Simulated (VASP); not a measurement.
An input for Ansatz (written as the equivalent of a VASP run, and not itself run):

Ansatz 0.2 input:
```yaml
crystal:
  lattice:
    - [0.0000000, 2.7326629, 2.7326629]
    - [2.7326629, 0.0000000, 2.7326629]
    - [2.7326629, 2.7326629, 0.0000000]
  atoms:
    - { symbol: Si, position: [0.2500000, 0.2500000, 0.2500000] }
    - { symbol: Si, position: [0.7500000, 0.7500000, 0.7500000] }
    - { symbol: Ni, position: [0.0000000, 0.0000000, 0.0000000] }
kpoints:
  mp_grid: { grid: [10, 10, 10] }
hamiltonian:
  xc: r2scan
  pseudopotentials: { kind: paw }
scf:
  occupations: { method: methfessel_paxton, width: 0.1 }
  max_iter: 100
output: { forces: true, stress: true, eigenvalues: true }
```

Question: Translate this input to VASP (INCAR, KPOINTS, POSCAR, choice of POTCAR).

Answer: One answer among several that fit: 
### KPOINTS
```
kpoints
0
Gamma
  10 10 10
```

### INCAR
```
SYSTEM = NiSi2
PREC = Accurate; ENCUT = 480; LREAL = .FALSE.
LASPH = .TRUE.
EDIFF = 1E-7; NELM = 100; ALGO = Normal
LMAXMIX = 4; LMIXTAU = .TRUE.
ISMEAR = 1; SIGMA = 0.1
METAGGA = R2SCAN
ISIF = 2
LWAVE = .FALSE.; LCHARG = .FALSE.
```

**POSCAR**
```
NiSi2
1
    0.0000000000     2.7326628665     2.7326628665
    2.7326628665     0.0000000000     2.7326628665
    2.7326628665     2.7326628665     0.0000000000
Si Ni
2 1
Direct
  0.2500000000   0.2500000000   0.2500000000
  0.7500000000   0.7500000000   0.7500000000
  0.0000000000   0.0000000000   0.0000000000
```

POTCAR, in this order: Si Ni (PBE.64 set). Program: vasp_std.

What does not carry over: each code has its own PAW files, so the cut-off isn't converted (ENCUT is set for VASP's; basis.ecutwfc is left out, and Ansatz then takes the one that its files recommend); Ansatz stops its SCF on the density residual and VASP on the energy change (EDIFF).

The compound is NiSi2 in the fluorite structure. This cell was strained or had an atom moved on purpose.
